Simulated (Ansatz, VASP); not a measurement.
# Te (Tellurium): VASP beside Ansatz, part 2 of 2

One calculation is typed for both programs; each brings its own data sets. How far apart do they land? The cell is taken from a series of runs on this material, whose earlier steps may have relaxed, scaled, displaced or heated it; both programs get it as it stands.

VASP 6.6.1 and Ansatz 0.2.0.

So far: Starting point; VASP: zone-centre phonons, LDA.

**3. Ansatz: zone-centre phonons, LDA**

Level of this step: Ansatz beside VASP: Kohn-Sham DFT, plane waves, LDA (Ansatz).

Ansatz runs on its PAW soft_1 files.

The same cell, functional (in two slightly different forms), mesh and smearing now go to Ansatz, which takes its cutoff from its data sets.

Contents of input.yaml:

```yaml
crystal:
  lattice:
    - [4.2563043708, 0.0, 0.0]
    - [-2.1281521854, 3.6860677114, 0.0]
    - [0.0, 0.0, 5.9282839109]
  atoms:
    - { symbol: Te, position: [0.2879274068, 0.0, 0.3333333333] }
    - { symbol: Te, position: [0.0, 0.2879274068, 0.6666666667] }
    - { symbol: Te, position: [0.7120725932, 0.7120725932, 0.0] }
kpoints:
  mp_grid: { grid: [12, 12, 8] }
hamiltonian:
  xc: lda
  pseudopotentials: { kind: paw, azcp: { folder: soft_1 }, xc_functional: pbe }
scf:
  occupations: { method: methfessel_paxton, width: 0.2 }
output:
  eigenvalues: true
phonons:
  method: dfpt
```

Started as:

```
$ ansatz run input.yaml --threads 4 --pin off --max-ram 10240MiB --backend cpu --events-out ev --progress --plain --runs-dir out
```

Numbers of over 12 decimals in the logs are rounded to 6 here.

The log of the run:

```text
zone centre: on kpoints.mp_grid the ground state, and the responses unless they are solved on pairs of k-points, stand on 320 of the mesh's 1152 k-points, reduced under 2 symmetry operations, with k and −k counted as one. Each operation leaves every solved displacement unchanged or reverses it
Engine: ansatz 0.2.0, aarch64-unknown-linux-gnu
Pseudopotentials: kind: paw
Pseudopotential: Te, paw, valence charge 16, recommended cutoff 420 eV (normal), soft_1/Te.paw.azcp
Functional definition: SPW92
  exchange = slater_x
  correlation = pw_c
Crystal: 3 atoms, lattice volume = 93.009 Å³
Basis set: ecut = 420 eV, 1813 PW (Γ), exchange–correlation on 60×60×96 points (8 copies of the dense FFT grid, shifted against one another)
Bands: 29, of which v1, the nominal top of the filled ones, is band 24 counted from 1 (23 counted from 0)
Symmetry: 6 space group operations
k-points: 320 of 1152 (irreducible under 2 space group operations, time reversal used)
Non-local potential: Te, projectors of the file, l = 0: 2, l = 1: 2, l = 2: 2, l = 3: 1
PAW form: soft (Blöchl's): semilocal exchange-correlation on the pseudo side does not see the compensation charge
PAW frozen core: Te, regenerated for the run's functional, and the local potential with it (the file was generated under x = pbe(κ = 0.804, μ = 0.219515), c = pbe(β = 0.066725))
PAW one-centre angular grid: Te, 590 points (default); XC on 64 Gauss nodes
Initial density: superposition of atomic densities (chi_scale 0.1, normalization cell)
Initial wavefunctions: pseudopotential atomic-orbital guess
Functional: x = slater, c = lda
SCF iter   1: F=—  HF=-20481.849033 eV  |F-HF|=—  |Δ(HF+E_count)|=         —  Δρ=1.42e-2  dr2=1.30e-1  ethr=3.10e-3  ⟨swp⟩=8.8  Hψ=46114  notcnv=0
preconditioner: auto → Resta (q_TF=auto, 2.443 Å⁻¹)  ε∞=4.4  [insulator: Δε(μ)=0.187 eV  Ē_g=8.841 eV  σ=0.200 eV  W_gap=0.52  n_scr=22 (ndim 8)  ℏωp=16.3 eV  f_vac=0.000  D(μ)=-0.05/eV (n_scr^D=0)  ε∞_Penn≈4.4]
SCF iter   2: F=—  HF=-20481.823586 eV  |F-HF|=—  |Δ(HF+E_count)|=   2.54e-2  S|Δr|=    0.00e0  Δρ=8.04e-3  dr2=4.20e-2  ethr=2.72e-4  ⟨swp⟩=1.1  Hψ=11881  notcnv=0  defer=2
SCF iter   3: F=—  HF=-20481.814170 eV  |F-HF|=—  |Δ(HF+E_count)|=   9.42e-3  S|Δr|=    0.00e0  Δρ=7.15e-4  dr2=4.97e-4  ethr=8.74e-5  ⟨swp⟩=2.1  Hψ=13215  notcnv=0  defer=2
SCF iter   4: F=—  HF=-20481.814196 eV  |F-HF|=—  |Δ(HF+E_count)|=   2.55e-5  S|Δr|=    0.00e0  Δρ=2.12e-4  dr2=4.96e-5  ethr=1.04e-6  ⟨swp⟩=3.0  Hψ=18376  notcnv=0  defer=2
SCF iter   5: F=—  HF=-20481.814198 eV  |F-HF|=—  |Δ(HF+E_count)|=   2.45e-6  S|Δr|=    0.00e0  Δρ=6.82e-5  dr2=5.76e-6  ethr=1.03e-7  ⟨swp⟩=2.0  Hψ=13985  notcnv=0  defer=2
SCF iter   6: F=—  HF=-20481.814198 eV  |F-HF|=—  |Δ(HF+E_count)|=   4.66e-8  S|Δr|=    0.00e0  Δρ=1.53e-5  dr2=1.81e-7  ethr=1.20e-8  ⟨swp⟩=2.2  Hψ=16760  notcnv=0  defer=2
SCF iter   7: F=—  HF=-20481.814196 eV  |F-HF|=—  |Δ(HF+E_count)|=   2.21e-6  S|Δr|=    0.00e0  Δρ=2.12e-6  dr2=3.89e-9  ethr=3.77e-10  ⟨swp⟩=2.0  Hψ=11312  notcnv=0  defer=2
SCF iter   8: F=—  HF=-20481.814196 eV  |F-HF|=—  |Δ(HF+E_count)|=   1.67e-9  S|Δr|=    0.00e0  Δρ=5.90e-7  dr2=2.34e-10  ethr=8.10e-12  ⟨swp⟩=2.0  Hψ=16999  notcnv=0  defer=2
SCF iter   9: F=-20481.814196 eV  HF=-20481.814196 eV  |F-HF|=3.64e-12  |Δ(HF+E_count)|=  3.64e-11  S|Δr|=    0.00e0  Δρ=1.13e-7  dr2=9.43e-12  ethr=1.00e-12  ⟨swp⟩=8.2  Hψ=57597  notcnv=0
SCF 1 converged in 9 iterations: F = -20481.814196 eV  dr2 = 9.43e-12
  greatest PAW one-centre occupation: 0.999 electrons in one spin orbital (limit 2), on the Te atom at site 2 (counted from 0), in its partial waves of l = 2
DFPT response loops at Γ: preconditioner auto → Kerker (q_TF=auto, 2.443 Å⁻¹) (partly filled bands, converged f_vac=0.008); β = 1.00, the filter's whole step (`scf.mixing.beta` (0.50) is not read by the response loops under this deck's `scf.mixing.preconditioner`; to damp them name `kerker` or `kerker_dos`, under which they read `scf.mixing.beta`, and type it under 1.00, their step now; both keys bind the ground state too); Broyden in place of MSR1
SCF converged after 9 iterations
Stability not checked: this state was not tested for a lower state beside it, because cold or Methfessel-Paxton smearing, or corrected tetrahedra, fill the levels in a way that the test cannot read (fill_not_monotonic; see scf.lower_state_search)
Free energy (F): -20481.814196 eV
Harris-Foulkes:  -20481.814196 eV  (|F-HF|=3.64e-12)
Internal energy: -20481.818051 eV  (E = F + TS)
E sigma→0 (E₀):  -20481.815160 eV
Entropy (-TS):   0.003855 eV (1.285 meV/atom)
Fermi energy:    9.913536 eV
Step filling:    the computed levels leave a gap of 0.0000 eV = 0.0 smearing widths at the electron count; against every level under it full and every level over it empty, smearing changes F+E_penalty+E_count by +0.581 meV and its σ→0 estimate by -0.383 meV
--- Per-component energies (eV) ---
  E_band       = -750.548874
  E_kinetic    = 520.697753
  E_local      = -4647.978162  (includes V_loc(G=0)·N_el)
  E_nonlocal   = 210.614838
  E_hartree    = 2329.823201
  E_xc         = -368.154920
  E_vxc        = -310.175618  (∫ρ·V_xc dr)
  E_paw        = -13549.540342  (= ΣΔE_a)
  E_vpaw       = -1183.354122  (= ΣTr[D̂ρ^β])
  E_aug_tail   = 0.000214  (compensation charges beyond the density's cutoff)
  E_ewald      = -4979.316561
  E_core_change = 2.035927  (= ΣΔE_core)
  E_smearing   = 0.003855  (= −TS)
  E_closure    = 0.000000  (closes the sum)
  Σ components = -20481.814196   (vs F -20481.814196, Δ=0.00e0)
--- Band table (eV; the first three rows and the last of 320) ---
  k-point 0: bands = [... 20 lower, 7.3096, 8.0731, 8.0731, 8.6757, 10.9197, 10.9197, 11.6253, 14.7296, ... 1 higher]
  k-point 1: bands = [... 20 lower, 7.4232, 8.1378, 8.2837, 8.7092, 10.7733, 10.8008, 11.4506, 14.2467, ... 1 higher]
  k-point 2: bands = [... 20 lower, 7.3719, 8.3339, 8.6433, 8.8083, 10.4553, 10.5134, 11.0327, 13.8444, ... 1 higher]
  k-point 319: bands = [... 20 lower, 5.0368, 8.3393, 8.7100, 9.6367, 10.4967, 11.4269, 11.4915, 14.8177, ... 1 higher]
--- Phonons (Γ-DFPT): 3 representative perturbations + reference, on 320 of 1152 k-points (Σ response iterations 9) ---
  k mesh reduced under 2 symmetry operations, with k and −k counted as one. Each operation leaves every solved displacement unchanged or reverses it
  ASR residual: 1.137e-4 → 0.000e0 eV/Å²; symmetrization residual: 5.849e-6 eV/Å²
  ASR residual per site (eV/Å²): 1.14e-4 1.14e-4 1.14e-4
  Γ frequencies (cm⁻¹): 0.00 0.00 0.00 81.41 81.41 90.06 96.23 126.93 126.93
  non-analytic LO–TO correction: not included (Born effective charges unavailable; polar crystals: no LO–TO splitting at Γ)
```

The column dr2 measures how far the density is from self-consistency, as an energy; F and HF (Harris–Foulkes) agree once it is small.

**4. Side by side**

Known differences besides the potentials themselves: the data sets hold 48 valence electrons in Ansatz (on its PAW soft_1 files) and 18 in VASP; the cutoff is 420 eV in Ansatz and 500 eV in VASP; VASP's log shows a relativistic correction to its local exchange, Ansatz's none. Total energies have different zeros and are not compared.

The two programs side by side:

```csv
quantity,Ansatz,VASP,difference
optical mode 1 to 2 (cm⁻¹),81.4,82.0,-0.67 %
optical mode 3 (cm⁻¹),90.1,90.8,-0.79 %
optical mode 4 (cm⁻¹),96.2,98.2,-1.99 %
optical mode 5 to 6 (cm⁻¹),126.9,127.8,-0.68 %
```

Modes are paired by rising frequency, not by their patterns, so a pair may set unlike modes beside each other; they are those without the splitting of longitudinal modes.

**5. Results**

```yaml
r_m_s_difference_of_the_optical_zone_centre_modes_each_program_s_sorted_by_frequency_zone_centre_phonons_lda: 1.0 cm⁻¹
difference_in_optical_mode_4_zone_centre_phonons_lda: -2.0 %
```

**Reading.** The r.m.s. difference of the optical zone-centre modes, each program's sorted by frequency is 1.0 cm⁻¹ (zone-centre phonons, LDA). The data sets hold unlike numbers of valence electrons (48 in Ansatz and 18 in VASP), so part of the differences comes from the potentials. Among the rows given in per cent, the largest difference of the zone-centre phonons, LDA pair is in optical mode 4, -2.0 %. How closely two codes agree says nothing of how well the functional describes the real material.

[Lines on the potential files, build, host, timing and source positions are cut from VASP's logs without a mark.]

[Logs are printed without paths, hosts, clocks, repeated set-up lines and the standing remarks that a program may print on its own settings, such as how far it seeks lower states.]

[Hosts, paths, dates, database ids (printed as entryN), source tags and the programs' standing remarks are cut or masked in the printed files.]
